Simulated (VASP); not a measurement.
Data:

```yaml
crystal:
  lattice:
    - [8.48696, 0.00000, 0.00000]
    - [0.00000, 8.48696, 0.00000]
    - [0.00000, 0.00000, 8.48696]
  atoms:
    - { symbol: Mg, position: [0.50015, 0.00033, 0.99507] }
    - { symbol: Mg, position: [0.74989, 0.25033, 0.00026] }
    - { symbol: Mg, position: [0.75483, 0.00050, 0.25005] }
    - { symbol: Mg, position: [0.00000, 0.00022, 0.99864] }
    - { symbol: Mg, position: [0.24988, 0.25053, 0.00016] }
    - { symbol: Mg, position: [0.49990, 0.50028, 0.98112] }
    - { symbol: Mg, position: [0.75001, 0.75012, 0.00008] }
    - { symbol: Mg, position: [0.24532, 0.00047, 0.24987] }
    - { symbol: Mg, position: [0.49975, 0.23122, 0.25001] }
    - { symbol: Mg, position: [0.76899, 0.50031, 0.25030] }
    - { symbol: Mg, position: [0.50006, 0.00040, 0.50503] }
    - { symbol: Mg, position: [0.74976, 0.25039, 0.50003] }
    - { symbol: Mg, position: [0.75147, 0.00019, 0.75008] }
    - { symbol: Mg, position: [0.99983, 0.50035, 0.99539] }
    - { symbol: Mg, position: [0.25028, 0.75035, 0.00010] }
    - { symbol: Mg, position: [0.00001, 0.24566, 0.25001] }
    - { symbol: Mg, position: [0.23067, 0.50081, 0.25012] }
    - { symbol: Mg, position: [0.50032, 0.76963, 0.25016] }
    - { symbol: Mg, position: [0.00001, 0.00029, 0.50133] }
    - { symbol: Mg, position: [0.24990, 0.25043, 0.49995] }
    - { symbol: Mg, position: [0.49958, 0.50021, 0.51943] }
    - { symbol: Mg, position: [0.74998, 0.75012, 0.50014] }
    - { symbol: Mg, position: [0.24872, 0.00030, 0.75007] }
    - { symbol: Mg, position: [0.49985, 0.24545, 0.75015] }
    - { symbol: Mg, position: [0.75466, 0.49999, 0.75021] }
    - { symbol: Mg, position: [0.00001, 0.75531, 0.24999] }
    - { symbol: Mg, position: [0.99991, 0.50024, 0.50507] }
    - { symbol: Mg, position: [0.25015, 0.75046, 0.50000] }
    - { symbol: Mg, position: [0.99991, 0.24887, 0.75015] }
    - { symbol: Mg, position: [0.24507, 0.50027, 0.75023] }
    - { symbol: Mg, position: [0.50011, 0.75491, 0.75009] }
    - { symbol: Mg, position: [0.00009, 0.75140, 0.75010] }
    - { symbol: O, position: [0.75437, 0.24610, 0.25010] }
    - { symbol: O, position: [0.99999, 0.50052, 0.25016] }
    - { symbol: O, position: [0.99994, 0.24980, 0.50046] }
    - { symbol: O, position: [0.24556, 0.24612, 0.25003] }
    - { symbol: O, position: [0.75439, 0.75480, 0.25015] }
    - { symbol: O, position: [0.00000, 0.00053, 0.24992] }
    - { symbol: O, position: [0.49974, 0.24602, 0.50458] }
    - { symbol: O, position: [0.75421, 0.50019, 0.50471] }
    - { symbol: O, position: [0.99996, 0.75075, 0.50051] }
    - { symbol: O, position: [0.75039, 0.24966, 0.75019] }
    - { symbol: O, position: [0.99984, 0.50016, 0.75021] }
    - { symbol: O, position: [0.99984, 0.24978, 0.99970] }
    - { symbol: O, position: [0.24558, 0.75486, 0.25005] }
    - { symbol: O, position: [0.50009, 0.00053, 0.25007] }
    - { symbol: O, position: [0.24551, 0.50038, 0.50470] }
    - { symbol: O, position: [0.50007, 0.75465, 0.50465] }
    - { symbol: O, position: [0.75045, 0.00043, 0.50055] }
    - { symbol: O, position: [0.24934, 0.24976, 0.75009] }
    - { symbol: O, position: [0.49988, 0.50024, 0.75028] }
    - { symbol: O, position: [0.75061, 0.75054, 0.75010] }
    - { symbol: O, position: [0.00006, 0.00015, 0.75006] }
    - { symbol: O, position: [0.49988, 0.24595, 0.99572] }
    - { symbol: O, position: [0.75428, 0.50017, 0.99575] }
    - { symbol: O, position: [0.00013, 0.75073, 0.99956] }
    - { symbol: O, position: [0.24960, 0.00041, 0.50052] }
    - { symbol: O, position: [0.24952, 0.75079, 0.75023] }
    - { symbol: O, position: [0.50012, 0.00030, 0.75009] }
    - { symbol: O, position: [0.24549, 0.50044, 0.99575] }
    - { symbol: O, position: [0.50013, 0.75462, 0.99563] }
    - { symbol: O, position: [0.75052, 0.00031, 0.99954] }
    - { symbol: O, position: [0.24958, 0.00034, 0.99947] }
    - { symbol: S, position: [0.49985, 0.50061, 0.25032] }
```

All values below come from HSE06 screened hybrid, VASP's PBE PAW potentials (set 64) (plane waves; VASP). Numerical set-up: PREC = Normal, LREAL = Auto, ISYM = 0, EDIFF = 1E-5, 400 eV cut-off, 1×1×1 Γ-centred mesh, Gaussian smearing of 0.050 eV, potentials Mg O S.

The supercell is sampled at Γ alone, which is coarse: total energies, pressure and levels can be off, energies of defects by several tenths of an eV.

### Question
Estimate the energy per atom (σ→0).

### Answer

```
Property                       Result
---------------------  --------------
energy per atom (σ→0)  -7.021 eV/atom
```

The cell is a supercell with a defect, built from MgO (rock salt): S_O. The cell's shape comes from a PBE relaxation. The run is not spin-polarised, so no state with unpaired spins was tried.
